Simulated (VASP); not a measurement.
# SiC with PBE: from relaxation to properties, part 3 of 6

What structure does SiC take at this level, and what are its properties? The start is a cell from a database of measured crystal structures.

VASP 6.6.1; PBE; plane waves and PAW (Si, C).

So far, gap on the k-mesh (eV): step 2 (full relaxation (PBE)) 1.78.

## (5) Band structure (PBE)

The mesh alone shows little of the dispersion and can miss band extrema, so KPOINTS_OPT adds a path through the symmetry points after the self-consistent cycle.

File INCAR:

```
SYSTEM = SiC
PREC = Accurate
ENCUT = 520
EDIFF = 1E-06
NELM = 100
ISMEAR = 0
SIGMA = 0.05
LREAL = .FALSE.
ALGO = Normal
GGA = PE
NBANDS = 68
LORBIT = 11
LWAVE = .FALSE.
LCHARG = .FALSE.
KPAR = 8
```

File POSCAR:

```
SiC
1.0
    3.0951883398      0.0000000000      0.0000000000
   -1.5475941699      2.6805117318      0.0000000000
    0.0000000000      0.0000000000     20.2424600926
Si C
8 8
Direct
    0.3333333333      0.6666666667      0.2501058413
    0.6666666667      0.3333333333      0.7501058413
    0.3333333333      0.6666666667      0.6250128476
    0.6666666667      0.3333333333      0.1250128476
    0.0000000000      0.0000000000      0.0000970167
    0.0000000000      0.0000000000      0.5000970167
    0.3333333333      0.6666666667      0.8751755169
    0.6666666667      0.3333333333      0.3751755169
    0.3333333333      0.6666666667      0.9688982207
    0.6666666667      0.3333333333      0.4688982207
    0.0000000000      0.0000000000      0.0938727303
    0.0000000000      0.0000000000      0.5938727303
    0.3333333333      0.6666666667      0.3441112040
    0.6666666667      0.3333333333      0.8441112040
    0.3333333333      0.6666666667      0.7187266224
    0.6666666667      0.3333333333      0.2187266224
```

File KPOINTS:

```
Automatic mesh
0
Gamma
8 8 2
0 0 0
```

File KPOINTS_OPT:

```
Line mode
12
Line-mode
Reciprocal
  0.00000000   0.00000000   0.00000000 GAMMA
  0.50000000   0.00000000   0.00000000 M

  0.50000000   0.00000000   0.00000000 M
  0.33333333   0.33333333   0.00000000 K

  0.33333333   0.33333333   0.00000000 K
  0.00000000   0.00000000   0.00000000 GAMMA

  0.00000000   0.00000000   0.00000000 GAMMA
  0.00000000   0.00000000   0.50000000 A

  0.00000000   0.00000000   0.50000000 A
  0.50000000   0.00000000   0.50000000 L

  0.50000000   0.00000000   0.50000000 L
  0.33333333   0.33333333   0.50000000 H

  0.33333333   0.33333333   0.50000000 H
  0.00000000   0.00000000   0.50000000 A

  0.50000000   0.00000000   0.50000000 L
  0.50000000   0.00000000   0.00000000 M

  0.33333333   0.33333333   0.00000000 K
  0.33333333   0.33333333   0.50000000 H
```

The projector-augmented-wave data sets are Si and C (PBE family, release 64).

Started as:

```sh
> mpirun -np 8 vasp_std
```

Output:

```text
[... set-up lines as in an earlier step ...]
 entering main loop
       N       E                     dE             d eps       ncg     rms          rms(c)
DAV:   1     0.130600068410E+03    0.13060E+03   -0.27483E+04  2720   0.844E+02
DAV:   2    -0.120907514899E+03   -0.25151E+03   -0.23449E+03  3328   0.172E+02
DAV:   3    -0.134870469957E+03   -0.13963E+02   -0.13788E+02  3488   0.347E+01
DAV:   4    -0.135010486194E+03   -0.14002E+00   -0.13984E+00  3368   0.403E+00
DAV:   5    -0.135011833706E+03   -0.13475E-02   -0.13471E-02  3400   0.392E-01    0.245E+01
DAV:   6    -0.120748570919E+03    0.14263E+02   -0.21862E+01  3220   0.146E+01    0.112E+01
DAV:   7    -0.120569872872E+03    0.17870E+00   -0.48763E+00  3408   0.621E+00    0.478E+00
DAV:   8    -0.120499352892E+03    0.70520E-01   -0.20029E-01  3232   0.135E+00    0.175E+00
DAV:   9    -0.120490078139E+03    0.92748E-02   -0.36711E-02  3240   0.668E-01    0.222E-01
DAV:  10    -0.120491210649E+03   -0.11325E-02   -0.37817E-03  3432   0.170E-01    0.115E-01
DAV:  11    -0.120491489829E+03   -0.27918E-03   -0.41799E-04  3064   0.722E-02    0.391E-02
DAV:  12    -0.120491488725E+03    0.11041E-05   -0.30065E-05  3172   0.172E-02    0.165E-02
DAV:  13    -0.120491491422E+03   -0.26963E-05   -0.34778E-06  3256   0.594E-03    0.394E-03
DAV:  14    -0.120491491433E+03   -0.11769E-07   -0.95622E-07  1876   0.289E-03
   1 F= -.12049149E+03 E0= -.12049149E+03  d E =-.219910E-19
 Start KPOINTS_OPT (optional k-point list driver)
k-point batch [1-20\108]
       N       E                     dE             ncg
DAV:   1     0.775854847896E+04   -0.25801E+05     2720
DAV:   2     0.307371099313E+04   -0.46848E+04     3292
DAV:   3     0.281977806470E+04   -0.25393E+03     3400
DAV:   4     0.281731307357E+04   -0.24650E+01     3392
DAV:   5     0.281728827428E+04   -0.24799E-01     3352
DAV:   6     0.281728792435E+04   -0.34993E-03     3448
DAV:   7     0.281728791868E+04   -0.56671E-05     3088
DAV:   8     0.281728791849E+04   -0.19663E-06     2664
[...]
k-point batch [101-108\108]
       N       E                     dE             ncg
DAV:   1     0.337398313898E+05   -0.19307E+05     1088
DAV:   2     0.320618886772E+05   -0.16779E+04     1288
DAV:   3     0.319850943466E+05   -0.76794E+02     1472
DAV:   4     0.319843843266E+05   -0.71002E+00     1448
DAV:   5     0.319843777757E+05   -0.65509E-02     1400
DAV:   6     0.319843776969E+05   -0.78769E-04     1472
DAV:   7     0.319843776959E+05   -0.97662E-06     1176
```

Run time: 1.7 min. Hardware: 8 MPI ranks of AMD EPYC 9R14 (Zen 4), shared host; peak memory 4.2 GiB; 13 min of CPU time.

OUTCAR, selected parts (step 5):

```text
   k-points           NKPTS =     20   k-points in BZ     NKDIM =     20   number of bands    NBANDS=     68

   NELECT =      64.0000    total number of electrons

 E-fermi :   8.2879

 k-point     1 :       0.0000    0.0000    0.0000
  band No.  band energies     occupation
    ...
     28       7.8052      2.00000
     29       7.8052      2.00000
     30       7.9519      2.00000
     31       7.9815      2.00000
     32       7.9815      2.00000
     33      13.0674      0.00000
     34      13.1319      0.00000
     35      13.4578      0.00000
     36      13.7207      0.00000
     37      13.9167      0.00000
    ...

  Total        0.0103100      0.0103100     -0.0055317      0.0000000      0.0000000      0.0000000
  in kB        0.0983563      0.0983563     -0.0527718      0.0000000      0.0000000      0.0000000
  external PRESSURE =       0.0479803 kB  Pullay stress =       0.0000000 kB

 POSITION                                       TOTAL-FORCE (eV/Angst)
 -----------------------------------------------------------------------------------
     -0.00000      1.78701      5.06276         0.000000      0.000000     -0.002592
      1.54759      0.89350     15.18399        -0.000000     -0.000000     -0.002592
     -0.00000      1.78701     12.65180        -0.000000      0.000000     -0.007732
      1.54759      0.89350      2.53057        -0.000000     -0.000000     -0.007732
      0.00000      0.00000      0.00196        -0.000000     -0.000000     -0.002996
      0.00000      0.00000     10.12319         0.000000      0.000000     -0.002996
     -0.00000      1.78701     17.71571        -0.000000      0.000000     -0.000240
      1.54759      0.89350      7.59448         0.000000     -0.000000     -0.000240
     -0.00000      1.78701     19.61288        -0.000000      0.000000      0.009768
      1.54759      0.89350      9.49165         0.000000     -0.000000      0.009768
      0.00000      0.00000      1.90021        -0.000000      0.000000     -0.003156
      0.00000      0.00000     12.02145        -0.000000     -0.000000     -0.003156
     -0.00000      1.78701      6.96566        -0.000000     -0.000000     -0.000313
      1.54759      0.89350     17.08689         0.000000     -0.000000     -0.000313
     -0.00000      1.78701     14.54879         0.000000     -0.000000      0.007261
      1.54759      0.89350      4.42756         0.000000      0.000000      0.007261
 -----------------------------------------------------------------------------------
    total drift:                               -0.000000     -0.000000      0.000916

  FREE ENERGIE OF THE ION-ELECTRON SYSTEM (eV)
  ---------------------------------------------------
  free  energy   TOTEN  =      -120.4914914334 eV

  energy  without entropy=     -120.4914914334  energy(sigma->0) =     -120.49149143

[... 9 parts as in an earlier step ...]

[... 7 further parts left out ...]
```

Numbers from this step:

```yaml
bands: 68
fermi_energy: 8.288 eV
pressure: 0.004798 GPa
least_gap_on_mesh_and_path: 1.775 eV
least_direct_gap_on_mesh_and_path: 2.860 eV
```

Electronic bands along the path, in eV, zero at the valence-band top; v1 is the highest filled band, c1 the lowest empty one:

| point | v4 | v3 | v2 | v1 | c1 | c2 | c3 | c4 |
| --- | --- | --- | --- | --- | --- | --- | --- | --- |
| Γ | -0.18 | -0.03 | 0.00 | 0.00 | 5.09 | 5.15 | 5.48 | 5.74 |
| 0.45 of the way | -0.80 | -0.77 | -0.55 | -0.44 | 3.90 | 4.07 | 4.24 | 4.68 |
| M | -1.53 | -1.49 | -1.40 | -1.08 | 1.77 | 1.96 | 2.84 | 3.10 |
| 0.45 of the way | -2.29 | -1.97 | -1.72 | -1.50 | 2.68 | 3.10 | 3.86 | 4.24 |
| K | -2.46 | -2.40 | -2.14 | -2.14 | 3.27 | 4.00 | 4.08 | 4.08 |
| 0.45 of the way | -1.91 | -1.49 | -1.00 | -0.75 | 4.37 | 4.58 | 4.74 | 4.88 |
| Γ | -0.18 | -0.03 | 0.00 | 0.00 | 5.09 | 5.15 | 5.48 | 5.74 |
| 0.55 of the way | -0.11 | -0.11 | -0.02 | -0.02 | 5.09 | 5.14 | 5.51 | 5.67 |
| A | -0.05 | -0.05 | -0.05 | -0.05 | 5.11 | 5.11 | 5.58 | 5.58 |
| 0.55 of the way | -0.95 | -0.95 | -0.71 | -0.71 | 3.38 | 3.38 | 4.00 | 4.00 |
| L | -1.62 | -1.62 | -1.20 | -1.20 | 1.90 | 1.90 | 2.89 | 2.89 |
| 0.45 of the way | -2.08 | -2.08 | -1.61 | -1.61 | 2.84 | 2.84 | 4.14 | 4.14 |
| H | -2.59 | -2.59 | -2.00 | -2.00 | 3.58 | 3.58 | 3.92 | 3.92 |
| 0.45 of the way | -1.76 | -1.76 | -0.86 | -0.86 | 4.58 | 4.58 | 4.67 | 4.67 |
| A | -0.05 | -0.05 | -0.05 | -0.05 | 5.11 | 5.11 | 5.58 | 5.58 |
| jump to L | -1.62 | -1.62 | -1.20 | -1.20 | 1.90 | 1.90 | 2.89 | 2.89 |
| 0.45 of the way | -1.72 | -1.47 | -1.32 | -1.12 | 1.82 | 1.95 | 2.85 | 3.00 |
| M | -1.53 | -1.49 | -1.40 | -1.08 | 1.77 | 1.96 | 2.84 | 3.10 |
| jump to K | -2.46 | -2.40 | -2.14 | -2.14 | 3.27 | 4.00 | 4.08 | 4.08 |
| 0.55 of the way | -2.64 | -2.46 | -2.05 | -2.05 | 3.37 | 3.83 | 3.97 | 3.97 |
| H | -2.59 | -2.59 | -2.00 | -2.00 | 3.58 | 3.58 | 3.92 | 3.92 |

Of the projections kept (Si, C), the largest for each band there, as a share of the weight inside these atoms' spheres; weight between the spheres isn't counted:

| point | v4 | v3 | v2 | v1 | c1 | c2 | c3 | c4 |
| --- | --- | --- | --- | --- | --- | --- | --- | --- |
| Γ | C 0.86 | C 0.89 | C 0.90 | C 0.90 | Si 0.59 | Si 0.60 | Si 0.59 | Si 0.61 |
| M | C 0.69 | C 0.69 | C 0.70 | C 0.73 | C 0.53 | Si 0.54 | Si 0.67 | C 0.57 |
| K | C 0.62 | C 0.63 | C 0.63 | C 0.63 | Si 0.61 | C 0.63 | C 0.51 | C 0.51 |
| Γ | C 0.86 | C 0.89 | C 0.90 | C 0.90 | Si 0.59 | Si 0.60 | Si 0.59 | Si 0.61 |
| A | C 0.88 | C 0.88 | C 0.88 | C 0.88 | Si 0.59 | Si 0.59 | Si 0.60 | Si 0.60 |
| L | C 0.69 | C 0.69 | C 0.72 | C 0.72 | C 0.52 | C 0.52 | Si 0.60 | Si 0.60 |

The path finds the gap of the mesh within 0.02 eV, so the mesh comes close to both band edges.

## (6) Total and projected DOS (PBE)

A density of states needs more k-points than a total energy, and tetrahedra (ISMEAR = -5) or a smearing that fits the mesh; LORBIT projects the states on the PAW spheres. The mesh is finer than in the run before.

Edit INCAR of step 5 so:

```diff
@@ -5,3 +5,3 @@
 NELM = 100
-ISMEAR = 0
+ISMEAR = -5
 SIGMA = 0.05
@@ -15 +15,2 @@
 KPAR = 8
+NEDOS = 2001
```

POSCAR is that of step 5.

File KPOINTS:

```
Automatic mesh
0
Gamma
12 12 2
0 0 0
```

Started as:

```sh
> mpirun -np 8 vasp_std
```

Output:

```text
[... set-up lines as in an earlier step ...]
 entering main loop
       N       E                     dE             d eps       ncg     rms          rms(c)
DAV:   1     0.129718784787E+03    0.12972E+03   -0.27466E+04  5168   0.842E+02
DAV:   2    -0.121115610634E+03   -0.25083E+03   -0.23449E+03  6256   0.173E+02
DAV:   3    -0.134874705116E+03   -0.13759E+02   -0.13587E+02  6600   0.345E+01
DAV:   4    -0.135011367626E+03   -0.13666E+00   -0.13649E+00  6400   0.403E+00
DAV:   5    -0.135012678820E+03   -0.13112E-02   -0.13109E-02  6552   0.389E-01    0.245E+01
DAV:   6    -0.120753410337E+03    0.14259E+02   -0.21806E+01  6096   0.146E+01    0.112E+01
DAV:   7    -0.120574446317E+03    0.17896E+00   -0.48563E+00  6520   0.621E+00    0.478E+00
DAV:   8    -0.120503951869E+03    0.70494E-01   -0.19932E-01  6164   0.135E+00    0.175E+00
DAV:   9    -0.120494748116E+03    0.92038E-02   -0.36435E-02  6120   0.666E-01    0.222E-01
DAV:  10    -0.120495880681E+03   -0.11326E-02   -0.37996E-03  6612   0.170E-01    0.115E-01
DAV:  11    -0.120496156889E+03   -0.27621E-03   -0.41761E-04  5908   0.720E-02    0.392E-02
DAV:  12    -0.120496155712E+03    0.11769E-05   -0.29802E-05  6072   0.172E-02    0.163E-02
DAV:  13    -0.120496158438E+03   -0.27260E-05   -0.35788E-06  6236   0.600E-03    0.408E-03
DAV:  14    -0.120496158450E+03   -0.11880E-07   -0.86029E-07  3676   0.276E-03
   1 F= -.12049616E+03 E0= -.12049616E+03  d E =0.000000E+00
```

Wall time 55 s (8 MPI ranks); peak memory 4 GiB; 6.3 min of CPU time.

From OUTCAR (step 6):

```text
   k-points           NKPTS =     38   k-points in BZ     NKDIM =     38   number of bands    NBANDS=     68

   NELECT =      64.0000    total number of electrons

 E-fermi :   7.9882

 k-point     1 :       0.0000    0.0000    0.0000
  band No.  band energies     occupation
    ...
     28       7.8046      2.00000
     29       7.8046      2.00000
     30       7.9514      2.00000
     31       7.9809      2.00000
     32       7.9809      2.00000
     33      13.0672      0.00000
     34      13.1317      0.00000
     35      13.4575      0.00000
     36      13.7204      0.00000
     37      13.9163      0.00000
    ...

  Total        0.0004537      0.0004537      0.0068786     -0.0000000      0.0000000      0.0000000
  in kB        0.0043282      0.0043282      0.0656206     -0.0000000      0.0000000      0.0000000
  external PRESSURE =       0.0247590 kB  Pullay stress =       0.0000000 kB

 POSITION                                       TOTAL-FORCE (eV/Angst)
 -----------------------------------------------------------------------------------
     -0.00000      1.78701      5.06276        -0.000000     -0.000000     -0.002027
      1.54759      0.89350     15.18399         0.000000      0.000000     -0.002027
     -0.00000      1.78701     12.65180         0.000000      0.000000     -0.007230
      1.54759      0.89350      2.53057        -0.000000     -0.000000     -0.007230
      0.00000      0.00000      0.00196        -0.000000      0.000000     -0.002342
      0.00000      0.00000     10.12319         0.000000     -0.000000     -0.002342
     -0.00000      1.78701     17.71571        -0.000000      0.000000      0.000428
      1.54759      0.89350      7.59448         0.000000     -0.000000      0.000428
     -0.00000      1.78701     19.61288         0.000000      0.000000      0.009200
      1.54759      0.89350      9.49165        -0.000000      0.000000      0.009200
      0.00000      0.00000      1.90021         0.000000      0.000000     -0.003705
      0.00000      0.00000     12.02145         0.000000      0.000000     -0.003705
     -0.00000      1.78701      6.96566         0.000000     -0.000000     -0.001089
      1.54759      0.89350     17.08689        -0.000000      0.000000     -0.001089
     -0.00000      1.78701     14.54879         0.000000     -0.000000      0.006764
      1.54759      0.89350      4.42756        -0.000000      0.000000      0.006764
 -----------------------------------------------------------------------------------
    total drift:                               -0.000000     -0.000000      0.000934

  FREE ENERGIE OF THE ION-ELECTRON SYSTEM (eV)
  ---------------------------------------------------
  free  energy   TOTEN  =      -120.4961584500 eV

  energy  without entropy=     -120.4961584500  energy(sigma->0) =     -120.49615845

[... 7 parts as in an earlier step ...]

[... 9 further parts left out ...]
```

Numbers from this step:

```
irreducible k-points : 38
free energy (TOTEN)  : -120.4962 eV
Fermi energy         : 7.988 eV
pressure             : 0.002476 GPa
```

The density of states has structure finer than the step of the table below, so its rows give means over 0.5 eV, whole bins alone (the curve runs from -12.0 to 4.60 eV). Peaks (eV: height): total -10.43: 7.03, -7.26: 10.0, -2.80: 11.7, -2.15: 9.89; C p -7.26: 1.74, -2.80: 3.58, -1.50: 3.60; Si p -10.43: 0.801, -7.26: 0.618, -2.80: 2.08, -2.15: 1.71; Si s -7.26: 2.59; C s -10.43: 2.96, -6.70: 0.422.

States under -12.0 eV and over 4.6 eV are left out. Density of states against energy, zero at the valence-band top; means over each step; values in states/eV/cell:

| energy (eV) | total | C p | Si p | Si s | C s |
| --- | --- | --- | --- | --- | --- |
| -11.5 | 5.00 | 0.0637 | 0.357 | 0.605 | 1.72 |
| -11.0 | 4.68 | 0.0499 | 0.409 | 0.400 | 1.75 |
| -10.5 | 5.08 | 0.0280 | 0.551 | 0.180 | 2.11 |
| -10.0 | 0.155 | 3.7e-4 | 0.0178 | 0.00224 | 0.0679 |
| -9.5 | 0 | 0 | 0 | 0 | 0 |
| -9.0 | 0 | 0 | 0 | 0 | 0 |
| -8.5 | 0.191 | 0.0311 | 0.0188 | 0.0356 | 0.00444 |
| -8.0 | 2.23 | 0.369 | 0.202 | 0.448 | 0.0608 |
| -7.5 | 6.01 | 1.03 | 0.424 | 1.44 | 0.200 |
| -7.0 | 6.89 | 1.19 | 0.461 | 1.65 | 0.363 |
| -6.5 | 4.59 | 0.809 | 0.393 | 0.841 | 0.382 |
| -6.0 | 3.09 | 0.570 | 0.318 | 0.419 | 0.287 |
| -5.5 | 3.35 | 0.682 | 0.437 | 0.298 | 0.231 |
| -5.0 | 5.46 | 1.22 | 0.816 | 0.347 | 0.239 |
| -4.5 | 5.63 | 1.34 | 0.868 | 0.335 | 0.210 |
| -4.0 | 6.09 | 1.55 | 0.987 | 0.301 | 0.184 |
| -3.5 | 7.52 | 2.07 | 1.29 | 0.281 | 0.166 |
| -3.0 | 8.22 | 2.45 | 1.44 | 0.223 | 0.142 |
| -2.5 | 8.37 | 2.68 | 1.45 | 0.174 | 0.113 |
| -2.0 | 9.24 | 3.19 | 1.56 | 0.124 | 0.0894 |
| -1.5 | 9.14 | 3.42 | 1.42 | 0.0817 | 0.0662 |
| -1.0 | 6.12 | 2.46 | 0.835 | 0.0343 | 0.0299 |
| -0.5 | 3.48 | 1.51 | 0.364 | 0.0112 | 0.0141 |
| 0.0 | 0.675 | 0.311 | 0.0511 | 2.9e-4 | 4.2e-4 |
| 0.5 | 0 | 0 | 0 | 0 | 0 |
| 1.0 | 0 | 0 | 0 | 0 | 0 |
| 1.5 | 0 | 0 | 0 | 0 | 0 |
| 2.0 | 0.471 | 0.0196 | 0.0451 | 0.00619 | 0.0361 |
| 2.5 | 1.09 | 0.0585 | 0.106 | 0.0201 | 0.0748 |
| 3.0 | 1.80 | 0.116 | 0.171 | 0.0617 | 0.103 |
| 3.5 | 3.24 | 0.239 | 0.303 | 0.134 | 0.156 |
| 4.0 | 3.45 | 0.306 | 0.332 | 0.162 | 0.139 |

The gap on this mesh is 1.78 eV. In the top eV of the valence band the largest shares in the PAW spheres are C p 43 % and Si p 11 %. The rest lies in smaller channels or between the spheres.

(Part 3 of 6 ends here.)

[Lines on the potential files, build, host, timing and source positions are cut from VASP's logs without a mark.]

[Logs are printed without paths, hosts, clocks, repeated set-up lines and the standing remarks that a program may print on its own settings, such as how far it seeks lower states.]

[Hosts, paths, dates, database ids (printed as entryN), source tags and the programs' standing remarks are cut or masked in the printed files.]

[A measured line is paired with the nearest computed mode of its activity, which favours agreement.]

[In band tables of VASP the shares of atoms and orbitals are scaled to a sum of 1 inside the atoms' spheres.]
